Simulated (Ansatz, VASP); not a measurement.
# Cross-check of Se (Selenium) between VASP and Ansatz, part 2 of 2

Aim: how closely do two programs agree when they are given the same cell, functional and k mesh? The cell is taken from a series of runs on this material, whose earlier steps may have relaxed, scaled, displaced or heated it; both programs get it as it stands.

VASP 6.6.1 and Ansatz 0.2.0.

So far: The structure; Ansatz: dielectric response, PBEsol.

**3. VASP: dielectric response, PBEsol**

Level of this step: PBEsol; plane waves and PAW (Se) (VASP).

The same cell, functional and mesh now go to VASP, with its own data sets.

Lines of VASP's logs that name or quote its potential files are left out, and so is its time.

INCAR reads:

```
SYSTEM = Se
PREC = Accurate
ENCUT = 400
EDIFF = 1E-08
NELM = 120
ISMEAR = 0
SIGMA = 0.01
LREAL = .FALSE.
ALGO = Normal
GGA = PS
NBANDS = 15
LORBIT = 11
LWAVE = .FALSE.
LCHARG = .FALSE.
ISIF = 2
LEPSILON = .TRUE.
LASPH = .TRUE.
GGA_COMPAT = .FALSE.
EFERMI = MIDGAP
KPAR = 2
```

POSCAR reads:

```
Se
1.0
    4.3662000000      0.0000000000      0.0000000000
   -2.1831000000      3.7812401180      0.0000000000
    0.0000000000      0.0000000000      4.9536000000
Se
3
Direct
    0.2254000000      0.0000000000      0.3333333333
    0.0000000000      0.2254000000      0.6666666667
    0.7746000000      0.7746000000      0.0000000000
```

KPOINTS reads:

```
Automatic mesh
0
Gamma
5 5 4
0 0 0
```

The projector-augmented-wave data sets are Se (PBE family, release 64).

Run with:

```bash
$ mpirun -np 2 vasp_std
```

Numbers of over 12 decimals in the logs are rounded to 6 here.

The program printed:

```text
[banner, memory and clock lines left out]
running    2 mpi-ranks, on    1 nodes
 distrk:  each k-point on    1 cores,    2 groups
 distr:  one band on    1 cores,    1 groups

 POSCAR found type information on POSCAR Se
 POSCAR found :  1 types and       3 ions
|                                                                             |
|               ----> ADVICE to this user running VASP <----                  |
|                                                                             |
|     You enforced a specific xc type in the INCAR file but a different       |
|     [... a line on the potential file left out ...]
|     I HOPE YOU KNOW WHAT YOU ARE DOING!                                     |
|                                                                             |

 LDA part: xc-table for (Slater+PW92), standard interpolation
 POSCAR, INCAR and KPOINTS ok, starting setup
 FFT: planning ... GRIDC
 FFT: planning ... GRID_SOFT
 FFT: planning ... GRID
 WAVECAR not read
 entering main loop
       N       E                     dE             d eps       ncg     rms          rms(c)
DAV:   1     0.703138864093E+02    0.70314E+02   -0.60920E+03   510   0.799E+02
DAV:   2    -0.701600071044E+01   -0.77330E+02   -0.73096E+02   672   0.150E+02
DAV:   3    -0.115508930032E+02   -0.45349E+01   -0.45164E+01   559   0.410E+01
DAV:   4    -0.115835129978E+02   -0.32620E-01   -0.32605E-01   706   0.412E+00
DAV:   5    -0.115837358862E+02   -0.22289E-03   -0.22288E-03   587   0.333E-01    0.705E+00
DAV:   6    -0.115115639433E+02    0.72172E-01   -0.36938E-02   587   0.123E+00    0.434E+00
DAV:   7    -0.114835339963E+02    0.28030E-01   -0.74166E-02   587   0.170E+00    0.192E-01
DAV:   8    -0.114827437963E+02    0.79020E-03   -0.87497E-03   559   0.594E-01    0.885E-02
DAV:   9    -0.114828011323E+02   -0.57336E-04   -0.26136E-04   699   0.109E-01    0.282E-02
DAV:  10    -0.114828130270E+02   -0.11895E-04   -0.27775E-05   622   0.355E-02    0.628E-03
DAV:  11    -0.114828142735E+02   -0.12466E-05   -0.53285E-06   671   0.139E-02    0.348E-03
DAV:  12    -0.114828140982E+02    0.17531E-06   -0.10929E-06   678   0.675E-03    0.866E-04
DAV:  13    -0.114828140879E+02    0.10356E-07   -0.18118E-07   678   0.243E-03    0.328E-04
DAV:  14    -0.114828140855E+02    0.23193E-08   -0.15447E-08   580   0.797E-04
   1 F= -.11482814E+02 E0= -.11482814E+02  d E =0.000000E+00
 Linear response reoptimize wavefunctions to high precision
DAV:   1    -0.114828140896E+02   -0.40055E-08   -0.14967E-09   423   0.254E-04
DAV:   2    -0.114828140896E+02   -0.63778E-10   -0.11134E-10   290   0.768E-05
 Linear response G [H, r] |phi>, progress :
  Direction:   1
       N       E                     dE             d eps       ncg     rms
RMM:   1    -0.801096881725E+02   -0.80110E+02    0.16489E+02  1305   0.746E+01
RMM:   2    -0.740744636980E+02    0.60352E+01   -0.11020E+01   865   0.198E+01
RMM:   3    -0.741948430439E+02   -0.12038E+00   -0.26251E-01   897   0.220E+00
RMM:   4    -0.741895961031E+02    0.52469E-02   -0.68624E-03   923   0.361E-01
RMM:   5    -0.741895123814E+02    0.83722E-04   -0.46941E-04   923   0.544E-02
RMM:   6    -0.741894500387E+02    0.62343E-04    0.30462E-04   936   0.101E-02
RMM:   7    -0.741894792703E+02   -0.29232E-04    0.14027E-05   920   0.173E-03
RMM:   8    -0.741894799617E+02   -0.69140E-06   -0.17274E-05   856   0.361E-04
RMM:   9    -0.741894813965E+02   -0.14348E-05   -0.78143E-05   671   0.103E-04
RMM:  10    -0.741894797734E+02    0.16231E-05   -0.29515E-06   565   0.701E-05
RMM:  11    -0.741894797778E+02   -0.44083E-08    0.22529E-06   502   0.675E-05
RMM:  12    -0.741894797755E+02    0.22901E-08    0.17570E-06   456   0.678E-05
RMM:  13    -0.741894797812E+02   -0.57226E-08    0.38566E-06   380   0.676E-05
 Linear response G [H, r] |phi>, progress :
  Direction:   2
       N       E                     dE             d eps       ncg     rms
RMM:   1    -0.818308853722E+02   -0.81831E+02    0.15749E+02  1303   0.749E+01
RMM:   2    -0.755347284648E+02    0.62962E+01   -0.10954E+01   862   0.201E+01
RMM:   3    -0.756832020976E+02   -0.14847E+00   -0.20357E-01   899   0.225E+00
RMM:   4    -0.756841685882E+02   -0.96649E-03   -0.72921E-03   925   0.363E-01
RMM:   5    -0.756840651321E+02    0.10346E-03   -0.72426E-04   919   0.548E-02
RMM:   6    -0.756840159088E+02    0.49223E-04   -0.78553E-05   937   0.101E-02
RMM:   7    -0.756840104122E+02    0.54966E-05   -0.15187E-05   919   0.173E-03
RMM:   8    -0.756840087871E+02    0.16251E-05    0.10793E-05   846   0.360E-04
RMM:   9    -0.756840109618E+02   -0.21747E-05   -0.20302E-06   682   0.102E-04
RMM:  10    -0.756840110872E+02   -0.12541E-06   -0.47148E-06   560   0.672E-05
RMM:  11    -0.756840110883E+02   -0.10520E-08   -0.12833E-06   510   0.647E-05
RMM:  12    -0.756840110882E+02    0.16101E-10   -0.29575E-06   462   0.647E-05
RMM:  13    -0.756840110895E+02   -0.12854E-08   -0.19909E-06   389   0.648E-05
 Linear response G [H, r] |phi>, progress :
  Direction:   3
       N       E                     dE             d eps       ncg     rms
RMM:   1    -0.109505748383E+03   -0.10951E+03   -0.16846E+02  1341   0.722E+01
RMM:   2    -0.750423350625E+02    0.34463E+02   -0.18079E+01   849   0.222E+01
RMM:   3    -0.748230735416E+02    0.21926E+00   -0.35703E-01   871   0.259E+00
[...]
Direction:   2
       N       E                     dE             d eps       ncg     rms          rms(c)
RMM:   1    -0.207497584525E+01   -0.20750E+01   -0.11990E+01  1136   0.509E+00
RMM:   2    -0.227613533225E+01   -0.20116E+00   -0.57511E-02   864   0.114E+00
RMM:   3    -0.227734425508E+01   -0.12089E-02   -0.13901E-03   863   0.128E-01
RMM:   4    -0.227737808757E+01   -0.33832E-04   -0.35597E-05   902   0.213E-02
RMM:   5    -0.227737914944E+01   -0.10619E-05   -0.66046E-07   879   0.316E-03
RMM:   6    -0.227737922583E+01   -0.76393E-07    0.12626E-07   813   0.544E-04
RMM:   7    -0.227737923948E+01   -0.13646E-07    0.48088E-08   605   0.103E-04
RMM:   8    -0.227737923902E+01    0.45712E-09    0.85033E-08   502   0.409E-05
 change of polarisation eV/A/(eV/A) component  2 :    -0.100     4.555    -0.420
 dielectric tensor                  component  2 :    -0.221    11.078    -0.930
 Linear response to external field (no local field effect), progress :
  Direction:   3
       N       E                     dE             d eps       ncg     rms          rms(c)
RMM:   1    -0.326475116953E+01   -0.32648E+01   -0.21228E+01  1111   0.592E+00
RMM:   2    -0.350422540688E+01   -0.23947E+00   -0.83412E-02   868   0.128E+00
RMM:   3    -0.350583212133E+01   -0.16067E-02   -0.19146E-03   850   0.151E-01
RMM:   4    -0.350586984923E+01   -0.37728E-04   -0.58492E-05   889   0.239E-02
RMM:   5    -0.350587031126E+01   -0.46203E-06   -0.43219E-06   882   0.356E-03
RMM:   6    -0.350587017253E+01    0.13873E-06   -0.49993E-07   820   0.593E-04
RMM:   7    -0.350587014670E+01    0.25832E-07   -0.87551E-08   587   0.108E-04
RMM:   8    -0.350587014248E+01    0.42219E-08    0.28798E-07   483   0.408E-05
RMM:   9    -0.350587013476E+01    0.77198E-08    0.14887E-06   495   0.344E-05
RMM:  10    -0.350587013438E+01    0.38501E-09    0.10610E-09   432   0.340E-05
 change of polarisation eV/A/(eV/A) component  3 :     0.938    -0.416     7.012
 dielectric tensor                  component  3 :     2.075    -0.921    16.514
 Linear response to external field, progress :
  Direction:   1
       N       E                     dE             d eps       ncg     rms          rms(c)
RMM:   1    -0.213908853101E+01   -0.21391E+01   -0.12647E+01  2193   0.503E+00
RMM:   2    -0.236273720287E+01   -0.22365E+00   -0.53823E-02  1675   0.111E+00    0.331E+00
RMM:   3    -0.208774547654E+01    0.27499E+00   -0.42165E-01  1683   0.257E+00    0.147E+00
RMM:   4    -0.210274236478E+01   -0.14997E-01   -0.26684E-02  1718   0.766E-01    0.767E-01
RMM:   5    -0.214610481435E+01   -0.43362E-01   -0.12887E-02  1699   0.560E-01    0.153E-01
RMM:   6    -0.216151045619E+01   -0.15406E-01   -0.58172E-04  1714   0.140E-01    0.324E-02
RMM:   7    -0.216217650429E+01   -0.66605E-03   -0.78442E-05  1771   0.336E-02    0.117E-02
RMM:   8    -0.216300805871E+01   -0.83155E-03   -0.39245E-05  1679   0.161E-02    0.193E-03
RMM:   9    -0.216316186372E+01   -0.15381E-03    0.57386E-06  1806   0.322E-03    0.954E-04
RMM:  10    -0.216318541857E+01   -0.23555E-04   -0.84071E-06  1809   0.113E-03    0.259E-04
RMM:  11    -0.216318577887E+01   -0.36031E-06   -0.48887E-06  1742   0.325E-04    0.485E-05
RMM:  12    -0.216318763146E+01   -0.18526E-05   -0.15165E-06  1435   0.841E-05    0.198E-05
RMM:  13    -0.216318683155E+01    0.79991E-06   -0.57902E-07   864   0.483E-05    0.595E-06
 change of polarisation eV/A/(eV/A) component  1 :     4.087     0.136     1.043
 dielectric tensor                  component  1 :    10.044     0.301     2.307
 Linear response to external field, progress :
  Direction:   2
       N       E                     dE             d eps       ncg     rms          rms(c)
RMM:   1    -0.212992517796E+01   -0.21299E+01   -0.12555E+01  3382   0.503E+00
RMM:   2    -0.236264507723E+01   -0.23272E+00   -0.56287E-02  2581   0.113E+00    0.331E+00
RMM:   3    -0.208773613906E+01    0.27491E+00   -0.42158E-01  2607   0.256E+00    0.147E+00
RMM:   4    -0.210264421346E+01   -0.14908E-01   -0.26151E-02  2670   0.767E-01    0.767E-01
RMM:   5    -0.214599874722E+01   -0.43355E-01   -0.12439E-02  2623   0.560E-01    0.153E-01
RMM:   6    -0.216142070919E+01   -0.15422E-01   -0.41141E-04  2673   0.140E-01    0.323E-02
RMM:   7    -0.216209380967E+01   -0.67310E-03   -0.38817E-05  2756   0.335E-02    0.116E-02
RMM:   8    -0.216292206049E+01   -0.82825E-03   -0.11529E-05  2594   0.161E-02    0.193E-03
RMM:   9    -0.216308033403E+01   -0.15827E-03   -0.28920E-07  2810   0.324E-03    0.958E-04
RMM:  10    -0.216310317726E+01   -0.22843E-04   -0.32864E-06  2785   0.113E-03    0.259E-04
RMM:  11    -0.216310368966E+01   -0.51241E-06   -0.14361E-06  2701   0.326E-04    0.503E-05
RMM:  12    -0.216310551799E+01   -0.18283E-05   -0.12590E-06  2239   0.881E-05    0.204E-05
RMM:  13    -0.216310475033E+01    0.76765E-06   -0.55139E-07  1400   0.487E-05    0.560E-06
 change of polarisation eV/A/(eV/A) component  2 :     0.000     4.087    -0.001
 dielectric tensor                  component  2 :     0.000    10.044    -0.003
 Linear response to external field, progress :
  Direction:   3
       N       E                     dE             d eps       ncg     rms          rms(c)
RMM:   1    -0.326473412793E+01   -0.32647E+01   -0.21228E+01  1239   0.592E+00
RMM:   2    -0.350422197545E+01   -0.23949E+00   -0.83346E-02   970   0.128E+00    0.302E+00
RMM:   3    -0.334630719221E+01    0.15791E+00   -0.13368E-01   977   0.184E+00    0.151E+00
RMM:   4    -0.342088384178E+01   -0.74577E-01   -0.97757E-02   965   0.164E+00    0.249E-01
RMM:   5    -0.344968924506E+01   -0.28805E-01   -0.26234E-03   981   0.327E-01    0.427E-02
RMM:   6    -0.345063653564E+01   -0.94729E-03   -0.34847E-05  1005   0.373E-02    0.287E-02
RMM:   7    -0.345229671221E+01   -0.16602E-02   -0.21959E-05   977   0.325E-02    0.287E-03
RMM:   8    -0.345248946520E+01   -0.19275E-03   -0.12000E-06  1033   0.392E-03    0.148E-03
RMM:   9    -0.345250010159E+01   -0.10636E-04   -0.10977E-06  1005   0.217E-03    0.225E-04
RMM:  10    -0.345250205892E+01   -0.19573E-05   -0.57415E-08  1040   0.381E-04    0.104E-04
RMM:  11    -0.345250372256E+01   -0.16636E-05   -0.20256E-06   868   0.162E-04    0.206E-05
RMM:  12    -0.345250218351E+01    0.15390E-05   -0.19572E-07   557   0.447E-05    0.755E-06
 change of polarisation eV/A/(eV/A) component  3 :     1.075    -0.185     6.501
 dielectric tensor                  component  3 :     2.379    -0.410    15.385
 Born effective charges drift removed
```

OUTCAR, selected parts (step 3):

```text
ion  position               nearest neighbor table
   1  0.225  0.000  0.333-   3 2.37   2 2.37
   2  0.000  0.225  0.667-   3 2.37   1 2.37
   3  0.775  0.775  0.000-   2 2.37   1 2.37

  LATTYP: Found a hexagonal cell.
 ALAT       =     4.3662000000
 C/A-ratio  =     1.1345334616

 Subroutine GETGRP returns: Found  6 space group operations
 (whereof  2 operations were pure point group operations)

The static configuration has the point symmetry C_2 .
 The point group associated with its full space group is D_3 .

 Found     17 irreducible k-points:

   k-points           NKPTS =     17   k-points in BZ     NKDIM =     17   number of bands    NBANDS=     15

   dimension x,y,z NGX =    28 NGY =   28 NGZ =   32
   dimension x,y,z NGXF=    56 NGYF=   56 NGZF=   64

   ENCUT  =  400.0 eV  29.40 Ry    5.42 a.u.   7.12  7.12  8.08*2*pi/ulx,y,z

   NELECT =      18.0000    total number of electrons

 k-points in reciprocal lattice and weights: Automatic mesh
   0.00000000  0.00000000  0.00000000       0.010
   0.20000000 -0.00000000  0.00000000       0.060
   0.40000000 -0.00000000  0.00000000       0.060
   0.20000000  0.20000000  0.00000000       0.060
   0.40000000  0.20000000  0.00000000       0.060
   0.00000000  0.00000000  0.25000000       0.020
   0.20000000 -0.00000000  0.25000000       0.060
   0.00000000  0.20000000  0.25000000       0.060
   0.40000000 -0.00000000  0.25000000       0.060
[...]
0.20000000  0.20000000  0.50000000       0.060
   0.40000000  0.20000000  0.50000000       0.060

 average (electrostatic) potential at core
       1 -56.0787       2 -56.0787       3 -56.0787

  Total       -0.0952746     -0.0952746      0.7046708      0.0000000      0.0000000      0.0000000
  in kB       -1.8665032     -1.8665032     13.8050524      0.0000000      0.0000000      0.0000000
  external PRESSURE =       3.3573487 kB  Pullay stress =       0.0000000 kB

  energy-cutoff  :      400.00
  volume of cell :       81.78
      direct lattice vectors                 reciprocal lattice vectors
     4.366200000  0.000000000  0.000000000     0.229032110  0.132231751  0.000000000
    -2.183100000  3.781240118  0.000000000     0.000000000  0.264463501  0.000000000
     0.000000000  0.000000000  4.953600000     0.000000000  0.000000000  0.201873385

 POSITION                                       TOTAL-FORCE (eV/Angst)
 -----------------------------------------------------------------------------------
      0.98414      0.00000      1.65120         0.337255      0.000000     -0.000000
     -0.49207      0.85229      3.30240        -0.168628      0.292072      0.000000
      1.69103      2.92895      0.00000        -0.168628     -0.292072      0.000000
 -----------------------------------------------------------------------------------
    total drift:                               -0.000000     -0.000001      0.000000

 MACROSCOPIC STATIC DIELECTRIC TENSOR (including local field effects in DFT)
 ------------------------------------------------------
          10.043753     0.000000    -0.000000
           0.000000    10.043753     0.000000
           0.000000     0.000000    15.384785
 ------------------------------------------------------

 PIEZOELECTRIC TENSOR (including local field effects)  for field in x, y, z        (C/m^2)
          XX          YY          ZZ          XY          YZ          ZX
  --------------------------------------------------------------------------------
  x    -0.35065     0.35065     0.00000     0.00000     0.03505     0.00000
  y     0.00000     0.00000     0.00000     0.35065    -0.00000    -0.03505
  z    -0.00000     0.00000     0.00000    -0.00000     0.00000    -0.00000

 BORN EFFECTIVE CHARGES (including local field effects) (in |e|, cummulative output)
 ---------------------------------------------------------------------------------
 ion    1
    1     0.85541     0.00000     0.00000
    2     0.00000    -0.85541     0.39837
    3     0.00000     0.82812    -0.00000
 ion    2
    1    -0.42770    -0.74080    -0.34500
    2    -0.74080     0.42770    -0.19919
    3    -0.71717    -0.41406    -0.00000
 ion    3
    1    -0.42770     0.74080     0.34500
    2     0.74080     0.42770    -0.19919
    3     0.71717    -0.41406    -0.00000
```

The dielectric response converges more slowly with the mesh than energies do, so tensor and charges may still move on a finer one.

**4. Comparison**

Known differences besides the potentials themselves: fixed occupations in Ansatz, narrow Gaussian smearing in VASP; the data sets hold 48 valence electrons in Ansatz (on its PAW soft_1 files) and 18 in VASP; the cutoff is 420 eV in Ansatz and 400 eV in VASP; Ansatz makes its cores anew for this functional, VASP keeps those of its PBE data sets. Total energies have different zeros and are not compared.

Compared:

| quantity | Ansatz | VASP | difference |
| --- | --- | --- | --- |
| ε∞ xx | 9.13 | 10.04 | -9.08 % |
| ε∞ yy | 9.13 | 10.04 | -9.08 % |
| ε∞ zz | 13.81 | 15.38 | -10.24 % |

**5. Other set-ups**

Further runs change the set-up of one program: Ansatz's method, potentials or start, or VASP's data sets, cutoff or form of LDA. The table gives Ansatz less VASP for each quantity, since a change that brings one quantity closer may part another.

```csv
run,ε∞ xx (%),ε∞ yy (%),ε∞ zz (%)
as above,-9.1,-9.1,-10
VASP with the data sets Se_sv_GW and a cutoff of 620 eV,13,13,0.88
```

**6. Results**

```
difference in ε∞ zz (dielectric response, PBEsol) : -10 %
```

The difference in ε∞ zz is -10 % (dielectric response, PBEsol), beyond the 5 % picked in this series as the mark of a large difference. The data sets hold unlike numbers of valence electrons (48 in Ansatz and 18 in VASP), so part of the differences may come from the potentials. Dielectric response, PBEsol, VASP with the data sets Se_sv_GW and a cutoff of 620 eV: the difference in ε∞ xx goes from -9.1 to 13 %; the difference in ε∞ yy goes from -9.1 to 13 %; the difference in ε∞ zz goes from -10 to 0.88 %. Such differences can come from data sets, numerical settings and the points named under the comparisons, not from the functional's error against experiment.

[Lines on the potential files, build, host, timing and source positions are cut from VASP's logs without a mark.]

[Logs are printed without paths, hosts, clocks, repeated set-up lines and the standing remarks that a program may print on its own settings, such as how far it seeks lower states.]

[Hosts, paths, dates, database ids (printed as entryN), source tags and the programs' standing remarks are cut or masked in the printed files.]
